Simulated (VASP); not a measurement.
All values below come from revPBE GGA, VASP's PBE PAW potentials (set 64) (plane waves; VASP 6.6.1).

A VASP calculation is set up with these files.

### KPOINTS
```
Automatic mesh
0
Gamma
12 12 12
0 0 0
```

**INCAR**
```
! general
SYSTEM = SiC
PREC   = Accurate
ENCUT  = 520
LREAL  = F
LASPH  = T

! electronic loop
EDIFF  = 1E-7
NELM   = 100
ALGO   = Normal

! smearing
ISMEAR = -5

! functional
GGA    = RE

! ions
ISIF   = 2

! output
LWAVE  = F
LCHARG = T
LORBIT = 11
NEDOS  = 601
```

POSCAR:
```
SiC
2.1968790
  0.0000000000   1.0000002263   1.0000002263
  1.0000002263   0.0000000000   1.0000002263
  1.0000002263   1.0000002263   0.0000000000
Si C
1 1
Cartesian
  0.0000000000   0.0000000000   0.0000000000
  0.5000001131   0.5000001131   0.5000001131
```

POTCAR, in this order: Si C (PBE.64 set). Program: vasp_std.

What VASP printed:

### OSZICAR
```
       N       E                     dE             d eps       ncg     rms          rms(c)
DAV:   1     0.533206380768E+01    0.53321E+01   -0.40727E+03  1200   0.831E+02
DAV:   2    -0.158072422074E+02   -0.21139E+02   -0.20462E+02  1632   0.108E+02
DAV:   3    -0.161790586747E+02   -0.37182E+00   -0.37182E+00  1368   0.176E+01
DAV:   4    -0.161802855511E+02   -0.12269E-02   -0.12269E-02  1744   0.107E+00
DAV:   5    -0.161802861122E+02   -0.56112E-06   -0.56112E-06  1384   0.197E-02    0.894E+00
DAV:   6    -0.144984080121E+02    0.16819E+01   -0.71424E+00  1272   0.150E+01    0.411E+00
DAV:   7    -0.144542932829E+02    0.44115E-01   -0.33567E-01  1776   0.410E+00    0.184E+00
DAV:   8    -0.144506943197E+02    0.35990E-02   -0.17043E-02  1168   0.126E+00    0.180E-01
DAV:   9    -0.144512291259E+02   -0.53481E-03   -0.97764E-04  1808   0.279E-01    0.123E-01
DAV:  10    -0.144514042376E+02   -0.17511E-03   -0.30274E-04  1568   0.145E-01    0.203E-02
DAV:  11    -0.144514061992E+02   -0.19616E-05   -0.60595E-05  1480   0.481E-02    0.484E-03
DAV:  12    -0.144514067222E+02   -0.52295E-06   -0.20373E-06  1456   0.122E-02    0.181E-03
DAV:  13    -0.144514068420E+02   -0.11989E-06   -0.23131E-07  1592   0.425E-03    0.129E-03
DAV:  14    -0.144514068128E+02    0.29238E-07   -0.11955E-08   808   0.897E-04
   1 F= -.14451407E+02 E0= -.14451407E+02  d E =0.000000E+00
```

**OUTCAR**
```
------------------------ aborting loop because EDIFF is reached ----------------------------------------
  FORCE on cell =-STRESS in cart. coord.  units (eV):
  Direction    XX          YY          ZZ          XY          YZ          ZX
  --------------------------------------------------------------------------------------
  Total       -0.0021392     -0.0021392     -0.0021392     -0.0000000      0.0000000     -0.0000000
  in kB       -0.1616279     -0.1616279     -0.1616279     -0.0000000      0.0000000     -0.0000000
  external PRESSURE =      -0.1616279 kB  Pullay stress =       0.0000000 kB
  volume of cell :       21.21
      direct lattice vectors                 reciprocal lattice vectors
     0.000000000  2.196879497  2.196879497    -0.227595551  0.227595551  0.227595551
     2.196879497  0.000000000  2.196879497     0.227595551 -0.227595551  0.227595551
     2.196879497  2.196879497  0.000000000     0.227595551  0.227595551 -0.227595551
  FREE ENERGIE OF THE ION-ELECTRON SYSTEM (eV)
  ---------------------------------------------------
  free  energy   TOTEN  =       -14.4514068128 eV

  energy  without entropy=      -14.4514068128  energy(sigma->0) =      -14.45140681

 total charge

# of ion       s       p       d       tot
------------------------------------------
    1        0.706   0.954   0.000   1.660
    2        0.840   1.684   0.000   2.524
--------------------------------------------------
tot          1.547   2.638   0.000   4.184
```
(Selected blocks of OUTCAR.)

The compound is SiC in the zinc blende structure. It was relaxed first.
